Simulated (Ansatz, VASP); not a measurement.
# Te2Mo in two plane-wave programs

One calculation is typed for both programs; each brings its own data sets. How far apart do they land? The structure shown is the start of the Ansatz relaxation below; VASP solves that cell, so the two are compared at the walk's first step.

Main program and level: Ansatz 0.2.0; plane waves, with VASP 6.6.1 beside it; single point at PBE with D3(BJ).

## (1) Set-up

The structure is hexagonal, space group P6_3/mmc (No. 194). Conventional cell: a = 3.417 Å, b = 3.417 Å, c = 13.199 Å, α = 90.00°, β = 90.00°, γ = 120.00°. Nearest to Mo lie 6 Te at 2.68 Å. Te has 3 Mo at 2.68 Å nearest. Farther neighbours and most contacts between anions are not listed.

## (2) Ansatz: relaxation, PBE with D3(BJ)

Ansatz runs on its PAW soft_1 files.

The two programs are compared at the cell with which this relaxation starts, whose forces are those of its first step.

input.yaml

```yaml
crystal:
  lattice:
    - [3.4170190289, 0.0, 0.0]
    - [-1.7085095144, 2.9592252842, 0.0]
    - [0.0, 0.0, 13.1993488812]
  atoms:
    - { symbol: Mo, position: [0.3333333333, 0.6666666667, 0.25] }
    - { symbol: Mo, position: [0.6666666667, 0.3333333333, 0.75] }
    - { symbol: Te, position: [0.3333333333, 0.6666666667, 0.6127824467] }
    - { symbol: Te, position: [0.6666666667, 0.3333333333, 0.1127824467] }
    - { symbol: Te, position: [0.3333333333, 0.6666666667, 0.8872175533] }
    - { symbol: Te, position: [0.6666666667, 0.3333333333, 0.3872175533] }
kpoints:
  mp_grid: { grid: [9, 9, 2] }
hamiltonian:
  xc: pbe
  dispersion: d3bj
  pseudopotentials: { kind: paw, azcp: { folder: soft_1 } }
scf:
  occupations: { method: gaussian, width: 0.02 }
output:
  forces: true
  stress: true
  eigenvalues: true
relax:
  adjacent_minimum: "off"
  f_tol: 0.001
  max_steps: 60
  cell: { stress_tol: 0.01, fix: [volume] }
```

Run with:

```console
$ ansatz run input.yaml --threads 4 --pin off --max-ram 16384MiB --backend cpu --events-out ev --progress --plain --runs-dir out
```

Numbers of over 12 decimals in the logs are rounded to 6 here.

Output:

```text
Engine: ansatz 0.2.0, aarch64-unknown-linux-gnu
Pseudopotentials: kind: paw
Pseudopotential: Mo, paw, valence charge 14, recommended cutoff 420 eV (normal), soft_1/Mo.paw.azcp
Pseudopotential: Te, paw, valence charge 16, recommended cutoff 420 eV (normal), soft_1/Te.paw.azcp
Functional definition: PBE
  parameter kappa = 0.804
  parameter beta = 0.066725
  exchange = pbe_x(kappa = kappa, mu = beta*pi^2/3)
  correlation = pbe_c(beta = beta)
Crystal: 6 atoms, lattice volume = 133.468 Å³
Basis set: ecut = 420 eV, 2613 PW (Γ), exchange–correlation on 48×48×180 points (8 copies of the dense FFT grid, shifted against one another)
Bands: 56, of which v1, the nominal top of the filled ones, is band 46 counted from 1 (45 counted from 0)
Symmetry: 24 space group operations
Space group: P63/mmc (ITA 194), of the structure as read, at distance tolerance 5.1e-5 Å
k-points: 24 of 162
Non-local potential: Mo, projectors of the file, l = 0: 3, l = 1: 2, l = 2: 2, l = 3: 1
Non-local potential: Te, projectors of the file, l = 0: 2, l = 1: 2, l = 2: 2, l = 3: 1
PAW form: soft (Blöchl's): semilocal exchange-correlation on the pseudo side does not see the compensation charge
PAW one-centre angular grid: Mo, 590 points (default); XC on 64 Gauss nodes
PAW one-centre angular grid: Te, 590 points (default); XC on 64 Gauss nodes
Initial density: superposition of atomic densities (chi_scale 0.1, normalization cell, long waves kept (reshape's long-wave potential 0.01 eV rms))
Initial wavefunctions: pseudopotential atomic-orbital guess
Functional: x = pbe(κ = 0.804, μ = 0.219515), c = pbe(β = 0.066725)
SCF iter   1: F=—  HF=-37838.166507 eV  |F-HF|=—  |Δ(HF+E_count)|=         —  Δρ=5.34e-2  dr2=5.00e0  ethr=3.10e-3  ⟨swp⟩=7.4  Hψ=5336  notcnv=0  defer=1
preconditioner: auto → Resta (q_TF=auto, 2.564 Å⁻¹)  ε∞=6.6  [insulator: Δε(μ)=0.434 eV  Ē_g=8.171 eV  σ=0.020 eV  W_gap=1.00  n_scr=52 (ndim 8)  ℏωp=19.3 eV  f_vac=0.000  D(μ)=0.00/eV (n_scr^D=0)  ε∞_Penn≈6.6]
SCF iter   2: F=—  HF=-37837.231987 eV  |F-HF|=—  |Δ(HF+E_count)|=   9.35e-1  Δρ=2.89e-2  dr2=1.39e0  ethr=3.10e-3  ⟨swp⟩=2.0  Hψ=1896  notcnv=0  defer=65
SCF iter   3: F=—  HF=-37836.910003 eV  |F-HF|=—  |Δ(HF+E_count)|=   3.22e-1  Δρ=4.12e-3  dr2=1.99e-2  ethr=1.51e-3  ⟨swp⟩=2.4  Hψ=1978  notcnv=0  defer=65
SCF iter   4: F=—  HF=-37836.911070 eV  |F-HF|=—  |Δ(HF+E_count)|=   1.07e-3  Δρ=1.12e-3  dr2=2.54e-3  ethr=2.16e-5  ⟨swp⟩=2.0  Hψ=2090  notcnv=0  defer=65
SCF iter   5: F=—  HF=-37836.911054 eV  |F-HF|=—  |Δ(HF+E_count)|=   1.69e-5  Δρ=3.42e-4  dr2=2.44e-4  ethr=2.76e-6  ⟨swp⟩=2.0  Hψ=1977  notcnv=0  defer=65
SCF iter   6: F=—  HF=-37836.911085 eV  |F-HF|=—  |Δ(HF+E_count)|=   3.17e-5  Δρ=1.15e-4  dr2=2.78e-5  ethr=2.66e-7  ⟨swp⟩=2.0  Hψ=1584  notcnv=0  defer=65
SCF iter   7: F=—  HF=-37836.911039 eV  |F-HF|=—  |Δ(HF+E_count)|=   4.61e-5  Δρ=1.96e-5  dr2=5.50e-7  ethr=3.03e-8  ⟨swp⟩=2.0  Hψ=1657  notcnv=0  defer=65
SCF iter   8: F=-37836.911040 eV  HF=-37836.911040 eV  |F-HF|=1.52e-8  |Δ(HF+E_count)|=   4.96e-7  Δρ=4.79e-6  dr2=2.92e-8  ethr=1.09e-10  ⟨swp⟩=12.6  Hψ=6387  notcnv=0
SCF 1 converged in 8 iterations: F = -37836.911040 eV  dr2 = 2.92e-8
  greatest PAW one-centre occupation: 0.999 electrons in one spin orbital (limit 2), on the Mo atom at site 1 (counted from 0), in its partial waves of l = 0
relax step   1: F+E_penalty+E_count = -37836.91103970 eV  Δ(F+E_penalty+E_count) = +0.000e0 eV  max|allowed force component| = 2.969e-1 eV/Å  Δτ_max = 0.0000 Å  P = +6.443 GPa  Ω = 133.468 Å³  fix = [volume]  reactions: volume +6.443 GPa  (8 SCF iters, dr2 threshold 1.00e-7 eV, accepted)
[...]
relax step   5: F+E_penalty+E_count = -37836.92145720 eV  Δ(F+E_penalty+E_count) = -1.591e-4 eV  max|allowed force component| = 3.298e-4 eV/Å  Δτ_max = 0.0006 Å  P = +5.283 GPa  Ω = 133.468 Å³  energy of the carried Pulay correction = +1.062e-17 eV  fix = [volume]  reactions: volume +5.283 GPa  (8 SCF iters, accepted)
[...]
relax step   6: F+E_penalty+E_count = -37836.92146032 eV  Δ(F+E_penalty+E_count) = -3.118e-6 eV  max|allowed force component| = 3.283e-4 eV/Å  Δτ_max = 0.0000 Å  P = +5.282 GPa  Ω = 133.468 Å³  fix = [volume]  reactions: volume +5.282 GPa  stress off target by 4.31e-3 GPa on what of the cell is left free  SCF on the basis re-selected at this cell (its energy is not comparable with the rows above)  (8 SCF iters)
basis re-selected at this cell: Δ(F+E_penalty+E_count) = -3.118e-6 eV, ΔP = -0.001 GPa vs the last step (what re-selecting the basis moved, of the pressure what is left beyond the Pulay correction that the steps carried, after the strain that the cell walked since its last selection, with what the two solves' SCF thresholds leave and, on support functions, any second-order correction that the steps lacked; it is no m [...]
SCF converged after 8 iterations
Free energy (F): -37836.921460 eV
Harris-Foulkes:  -37836.921460 eV  (|F-HF|=7.28e-12)
Internal energy: -37836.921460 eV  (E = F + TS)
E sigma→0 (E₀):  -37836.921460 eV
Fermi energy:    15.040233 eV
--- Per-component energies (eV) ---
  E_band       = -958.999754
  E_kinetic    = 1545.552152
  E_local      = -7577.498098  (includes V_loc(G=0)·N_el)
  E_nonlocal   = 566.055752
  E_hartree    = 3634.846369
  E_xc         = -846.703470
  E_vxc        = -853.391209  (∫ρ·V_xc dr)
  E_paw        = -25112.827508  (= ΣΔE_a)
  E_vpaw       = -1909.411551  (= ΣTr[D̂ρ^β])
  E_aug_tail   = 0.000463  (compensation charges beyond the density's cutoff)
  E_ewald      = -10042.732208
  E_disp       = -3.614911  (pairwise vdW)
  E_smearing   = -0.000000  (= −TS)
  E_closure    = 0.000000  (closes the sum)
  Σ components = -37836.921460   (vs F -37836.921460, Δ=0.00e0)
--- Forces (eV/Å), atoms counted from 1 ---
  atom   1  Mo    -0.00000000     0.00000000     0.00000000
  atom   2  Mo     0.00000000    -0.00000000     0.00000000
  atom   3  Te    -0.00000000     0.00000000     0.00032827
  atom   4  Te     0.00000000    -0.00000000     0.00032827
  atom   5  Te    -0.00000000     0.00000000    -0.00032827
  atom   6  Te     0.00000000    -0.00000000    -0.00032827
  max |Σ_I F_I| component: 1.16e-17 eV/Å
--- Stress (GPa, compression-positive) ---
        5.284383      -0.000000       0.000000
       -0.000000       5.284383       0.000000
        0.000000       0.000000       5.277922
  P = ⅓ Tr σ = 5.2822 GPa (52.822 kbar)
--- Band table (eV; the first three rows and the last of 24) ---
  k-point 0: bands = [... 42 lower, 13.7161, 13.7161, 14.7563, 14.8538, 17.6516, 17.6516, 17.7987, 17.7987, ... 6 higher]
  k-point 1: bands = [... 42 lower, 13.6773, 13.6773, 14.7908, 14.7908, 17.6879, 17.6879, 17.6879, 17.6879, ... 6 higher]
  k-point 2: bands = [... 42 lower, 13.4885, 13.6227, 14.4831, 14.8705, 17.0603, 17.1485, 17.3099, 17.3346, ... 6 higher]
  k-point 23: bands = [... 42 lower, 12.3776, 12.3776, 14.2747, 14.2747, 15.8264, 15.8264, 16.0422, 16.0422, ... 6 higher]
--- Relaxed structure (5 steps of the walk, 3 accepted, 1 SCFs on fresh bases) ---
  F+E_penalty+E_count = -37836.92146032 eV   max|allowed force component| = 3.283e-4 eV/Å   (the final SCF, on the basis selected at the relaxed cell)
  cell:  # Å, volume = 133.4682 Å³
    - [3.419512, -2.888856253720709e-11, 0.0]
    - [-1.709756, 2.961384, 0.0]
    - [0.0, 0.0, 13.180111]
  atoms:
    - { symbol: Mo, position: [0.333333, 0.666667, 0.250000] }
    - { symbol: Mo, position: [0.666667, 0.333333, 0.75] }
    - { symbol: Te, position: [0.333333, 0.666667, 0.611384] }
    - { symbol: Te, position: [0.666667, 0.333333, 0.111384] }
    - { symbol: Te, position: [0.333333, 0.666667, 0.888616] }
    - { symbol: Te, position: [0.666667, 0.333333, 0.388616] }
```

Reading the cycles: dr2 is the Hartree energy of the density residual (eV), the measure of convergence; HF is the Harris–Foulkes estimate of the energy, which meets the free energy F at convergence.

## (3) VASP: single point, PBE with D3(BJ), start cell, pair 1

The same cell, functional, mesh and smearing now go to VASP, with its own data sets.

Lines of VASP's logs that name or quote its potential files are left out, and so is its time.

INCAR

```
SYSTEM = Te2Mo
PREC = Accurate
ENCUT = 400
EDIFF = 1E-06
NELM = 120
ISMEAR = 0
SIGMA = 0.02
LREAL = .FALSE.
ALGO = Normal
GGA = PE
IVDW = 12
NBANDS = 32
LASPH = .TRUE.
LORBIT = 11
LWAVE = .FALSE.
LCHARG = .FALSE.
ISIF = 2
GGA_COMPAT = .FALSE.
EFERMI = MIDGAP
KPAR = 2
```

POSCAR

```
Te2Mo
1.0
    3.4170190000      0.0000000000      0.0000000000
   -1.7085100000      2.9592250000      0.0000000000
    0.0000000000      0.0000000000     13.1993490000
Mo Te
2 4
Direct
    0.3333334872      0.6666667793      0.2499999811
    0.6666668054      0.3333332207      0.7500000189
    0.3333334872      0.6666667793      0.6127824183
    0.6666668054      0.3333332207      0.1127824562
    0.3333334872      0.6666667793      0.8872175438
    0.6666668054      0.3333332207      0.3872175817
```

KPOINTS

```
Automatic mesh
0
Gamma
9 9 2
0 0 0
```

The projector-augmented-wave data sets are Mo_sv and Te (PBE family, release 64).

Run with:

```console
$ mpirun -np 2 vasp_std
```

Output:

```text
[banner, memory and clock lines left out]
running    2 mpi-ranks, on    1 nodes
 distrk:  each k-point on    1 cores,    2 groups
 distr:  one band on    1 cores,    1 groups

 POSCAR found type information on POSCAR MoTe
 POSCAR found :  2 types and       6 ions
 LDA part: xc-table for (Slater+PW92), standard interpolation
 POSCAR, INCAR and KPOINTS ok, starting setup
 FFT: planning ... GRIDC
 FFT: planning ... GRID_SOFT
 FFT: planning ... GRID
 WAVECAR not read
 entering main loop
       N       E                     dE             d eps       ncg     rms          rms(c)
DAV:   1     0.344893874829E+03    0.34489E+03   -0.24154E+04  1816   0.120E+03
DAV:   2    -0.174128844007E+02   -0.36231E+03   -0.35396E+03  1888   0.316E+02
DAV:   3    -0.361893179963E+02   -0.18776E+02   -0.18402E+02  1968   0.606E+01
DAV:   4    -0.365867364124E+02   -0.39742E+00   -0.39661E+00  1816   0.917E+00
DAV:   5    -0.365972082841E+02   -0.10472E-01   -0.10468E-01  1984   0.147E+00    0.245E+01
DAV:   6    -0.357642575086E+02    0.83295E+00   -0.51365E+00  1784   0.122E+01    0.967E+00
DAV:   7    -0.357708479556E+02   -0.65904E-02   -0.50092E+00  1680   0.904E+00    0.576E+00
DAV:   8    -0.354310690839E+02    0.33978E+00   -0.14373E+00  1776   0.565E+00    0.338E+00
DAV:   9    -0.354404254573E+02   -0.93564E-02   -0.16838E-01  1936   0.184E+00    0.154E+00
DAV:  10    -0.354333760276E+02    0.70494E-02   -0.42713E-02  1816   0.111E+00    0.560E-01
DAV:  11    -0.354336359954E+02   -0.25997E-03   -0.19011E-03  1824   0.226E-01    0.353E-01
DAV:  12    -0.354335806416E+02    0.55354E-04   -0.43954E-04  1872   0.824E-02    0.239E-01
DAV:  13    -0.354335203078E+02    0.60334E-04   -0.20045E-04  1888   0.753E-02    0.104E-01
DAV:  14    -0.354335249563E+02   -0.46485E-05   -0.88592E-06  1632   0.149E-02    0.815E-02
DAV:  15    -0.354335223517E+02    0.26046E-05   -0.20354E-06  1200   0.783E-03    0.494E-02
DAV:  16    -0.354335201774E+02    0.21743E-05   -0.47671E-06  1416   0.101E-02    0.194E-02
DAV:  17    -0.354335199091E+02    0.26823E-06   -0.38551E-07   920   0.326E-03
   1 F= -.39047683E+02 E0= -.39047683E+02  d E =-.175584E-37
```

Parts of OUTCAR (step 3):

```text
ion  position               nearest neighbor table
   1  0.333  0.667  0.250-   4 2.68   4 2.68   6 2.68   4 2.68   6 2.68   6 2.68
   2  0.667  0.333  0.750-   5 2.68   5 2.68   3 2.68   5 2.68   3 2.68   3 2.68
   3  0.333  0.667  0.613-   2 2.68   2 2.68   2 2.68   6 3.57   6 3.57   6 3.57   5 3.62
   4  0.667  0.333  0.113-   1 2.68   1 2.68   1 2.68   5 3.57   5 3.57   5 3.57   6 3.62
   5  0.333  0.667  0.887-   2 2.68   2 2.68   2 2.68   4 3.57   4 3.57   4 3.57   3 3.62
   6  0.667  0.333  0.387-   1 2.68   1 2.68   1 2.68   3 3.57   3 3.57   3 3.57   4 3.62

  LATTYP: Found a hexagonal cell.
 ALAT       =     3.4170190000
 C/A-ratio  =     3.8628257554

 Subroutine GETGRP returns: Found 24 space group operations
 (whereof 12 operations were pure point group operations)

The static configuration has the point symmetry D_3d.
 The point group associated with its full space group is D_6h.

 Found     24 irreducible k-points:

   k-points           NKPTS =     24   k-points in BZ     NKDIM =     24   number of bands    NBANDS=     32

   dimension x,y,z NGX =    24 NGY =   24 NGZ =   90
   dimension x,y,z NGXF=    48 NGYF=   48 NGZF=  180

   ENCUT  =  400.0 eV  29.40 Ry    5.42 a.u.   5.57  5.57 21.52*2*pi/ulx,y,z

   NELECT =      52.0000    total number of electrons

 k-points in reciprocal lattice and weights: Automatic mesh
   0.00000000  0.00000000  0.00000000       0.006
   0.11111111  0.00000000  0.00000000       0.037
   0.22222222  0.00000000  0.00000000       0.037
   0.33333333  0.00000000  0.00000000       0.037
   0.44444444  0.00000000  0.00000000       0.037
   0.11111111  0.11111111  0.00000000       0.037
   0.22222222  0.11111111  0.00000000       0.074
   0.33333333  0.11111111  0.00000000       0.074
   0.44444444  0.11111111  0.00000000       0.037
[...]
0.33333333  0.22222222  0.50000000       0.074
   0.33333333  0.33333333  0.50000000       0.012

 average (electrostatic) potential at core
       1 -71.6996       2 -71.6996       3 -84.6500       4 -84.6500       5 -84.6500
       6 -84.6500

 E-fermi :  10.2155

 k-point     1 :       0.0000    0.0000    0.0000
  band No.  band energies     occupation
    ...
     22       8.7534      2.00000
     23       8.8251      2.00000
     24       8.8252      2.00000
     25       9.9241      2.00000
     26       9.9772      2.00000
     27      12.8634      0.00000
     28      12.8634      0.00000
     29      13.0428      0.00000
     30      13.0428      0.00000
     31      13.1430      0.00000
    ...

 k-point     2 :       0.1111    0.0000    0.0000
  band No.  band energies     occupation
    ...
     22       8.4972      2.00000
     23       8.5952      2.00000
     24       8.7446      2.00000
     25       9.6598      2.00000
     26      10.0368      2.00000
     27      12.2863      0.00000
     28      12.3349      0.00000
     29      12.4936      0.00000
     30      12.5732      0.00000
     31      12.5986      0.00000
    ...

 k-point     3 :       0.2222    0.0000    0.0000
  band No.  band energies     occupation
    ...
     22       8.4774      2.00000
     23       8.4942      2.00000
     24       8.6061      2.00000
     25       8.8775      2.00000
     26       9.1934      2.00000
     27      11.2127      0.00000
     28      11.7197      0.00000
     29      11.7897      0.00000
     30      11.8846      0.00000
     31      12.4586      0.00000
    ...

 Edisp (eV)   -3.61416

  Total       4.93805     4.93805     5.66533    -0.00000     0.00000     0.00000
  in kB      59.27728    59.27726    68.00767    -0.00001     0.00000     0.00000
  external pressure =       62.19 kB  Pullay stress =        0.00 kB

  energy-cutoff  :      400.00
  volume of cell :      133.47
      direct lattice vectors                 reciprocal lattice vectors
     3.417019000  0.000000000  0.000000000     0.292652748  0.168963207  0.000000000
    -1.708510000  2.959225000  0.000000000     0.000000000  0.337926315  0.000000000
     0.000000000  0.000000000 13.199349000     0.000000000  0.000000000  0.075761312

 POSITION                                       TOTAL-FORCE (eV/Angst)
 -----------------------------------------------------------------------------------
     -0.00000      1.97282      3.29984         0.000000      0.000000      0.000000
      1.70851      0.98641      9.89951        -0.000000     -0.000000      0.000000
     -0.00000      1.97282      8.08833        -0.000000     -0.000000     -0.316466
      1.70851      0.98641      1.48866         0.000000     -0.000000     -0.316466
     -0.00000      1.97282     11.71069        -0.000000      0.000000      0.316466
      1.70851      0.98641      5.11102         0.000000      0.000000      0.316466
 -----------------------------------------------------------------------------------
    total drift:                               -0.002015      0.000400     -0.000634

  FREE ENERGIE OF THE ION-ELECTRON SYSTEM (eV)
  ---------------------------------------------------
  free  energy   TOTEN  =       -39.0476827028 eV

  energy  without entropy=      -39.0476827028  energy(sigma->0) =      -39.04768270

 total charge
# of ion       s       p       d       tot
------------------------------------------
    1        2.265   6.164   4.066  12.495
    2        2.265   6.164   4.066  12.495
    3        1.390   1.999   0.079   3.467
    4        1.390   1.999   0.079   3.467
    5        1.390   1.999   0.079   3.467
    6        1.390   1.999   0.079   3.467
--------------------------------------------------
tot         10.088  20.323   8.447  38.857

[... 3 further parts left out ...]
```

This run has no spin polarisation, so a moment on Mo, if there is one, isn't seen.

## (4) Differences

Known differences besides the potentials themselves: the data sets hold 92 valence electrons in Ansatz (on its PAW soft_1 files) and 52 in VASP; the cutoff is 420 eV in Ansatz and 400 eV in VASP. Total energies have different zeros and are not compared.

Forces (eV/Å; atoms numbered as in POSCAR):

| atom | Ansatz x, y, z | VASP x, y, z |
| --- | --- | --- |
| Mo1 | 0.000, 0.000, 0.000 | 0.000, 0.000, 0.000 |
| Mo2 | 0.000, 0.000, 0.000 | 0.000, 0.000, 0.000 |
| Te3 | 0.000, 0.000, -0.297 | 0.000, 0.000, -0.316 |
| Te4 | 0.000, 0.000, -0.297 | 0.000, 0.000, -0.316 |
| Te5 | 0.000, 0.000, 0.297 | 0.000, 0.000, 0.316 |
| Te6 | 0.000, 0.000, 0.297 | 0.000, 0.000, 0.316 |

The forces differ by 9.2 meV/Å r.m.s., which is 6.2 % of the r.m.s. force of 0.149 eV/Å (both taken over all components).

## (5) Further runs

Further runs change the set-up of one program: Ansatz's method, potentials or start, or VASP's data sets, cutoff or form of LDA. The table gives that difference for each run.

| run | r.m.s. force difference (meV/Å) |
| --- | --- |
| as above | 9.2 |
| VASP with a cutoff of 500 eV (perhaps on Ansatz's relaxed cell) | 8.2 |

## (6) Ansatz: relaxation, PBE with D3(BJ)

The two programs are compared at the cell with which this relaxation starts, whose forces are those of its first step. The cell compared in this pair holds 136.37 Å³, against 133.47 Å³ for the pair before.

The structure compared here is the start of the Ansatz relaxation; VASP solves that cell, so the two are compared at the walk's first step.

input.yaml, the sections that differ from step 2:

```yaml
crystal:
  lattice:
    - [3.4376947985, 0.0, 0.0]
    - [-1.7188473992, 2.977131026, 0.0]
    - [0.0, 0.0, 13.3245544231]
  atoms:
    - { symbol: Mo, position: [0.3333333333, 0.6666666667, 0.25] }
    - { symbol: Mo, position: [0.6666666667, 0.3333333333, 0.75] }
    - { symbol: Te, position: [0.3333333333, 0.6666666667, 0.6142409261] }
    - { symbol: Te, position: [0.6666666667, 0.3333333333, 0.1142409261] }
    - { symbol: Te, position: [0.3333333333, 0.6666666667, 0.8857590739] }
    - { symbol: Te, position: [0.6666666667, 0.3333333333, 0.3857590739] }
# kpoints, hamiltonian, scf, output, relax: as in step 2
```

Run with:

```console
$ ansatz run input.yaml --threads 4 --pin off --max-ram 16384MiB --backend cpu --events-out ev --progress --plain --runs-dir out
```

Output:

```text
[...]
Crystal: 6 atoms, lattice volume = 136.370 Å³
Basis set: ecut = 420 eV, 2625 PW (Γ), exchange–correlation on 48×48×180 points (8 copies of the dense FFT grid, shifted against one another)
Bands: 56, of which v1, the nominal top of the filled ones, is band 46 counted from 1 (45 counted from 0)
Symmetry: 24 space group operations
[...]
k-points: 24 of 162
[...]
- [3.441603, -2.8900328054148125e-11, 0]
    - [-1.720801, 2.980515, 0]
    - [-2.799624015175145e-19, 0, 13.294311]
  atoms:
    - { symbol: Mo, position: [0.333333, 0.666667, 0.250000] }
    - { symbol: Mo, position: [0.666667, 0.333333, 0.750000] }
    - { symbol: Te, position: [0.333333, 0.666667, 0.612782] }
    - { symbol: Te, position: [0.666667, 0.333333, 0.112782] }
    - { symbol: Te, position: [0.333333, 0.666667, 0.887218] }
    - { symbol: Te, position: [0.666667, 0.333333, 0.387218] }
[key lines of the parts left out:]
SCF converged after 8 iterations
Free energy (F): -37837.001638 eV
Fermi energy:    14.605299 eV
P = ⅓ Tr σ = 3.6164 GPa (36.164 kbar)
```

[end of part 1 of 2]

[Lines on the potential files, build, host, timing and source positions are cut from VASP's logs without a mark.]

[Logs are printed without paths, hosts, clocks, repeated set-up lines and the standing remarks that a program may print on its own settings, such as how far it seeks lower states.]

[Hosts, paths, dates, database ids (printed as entryN), source tags and the programs' standing remarks are cut or masked in the printed files.]

[Rows of further runs with another cutoff or data set may stand on the cell that Ansatz relaxed, not on the start cell of the pair above them.]
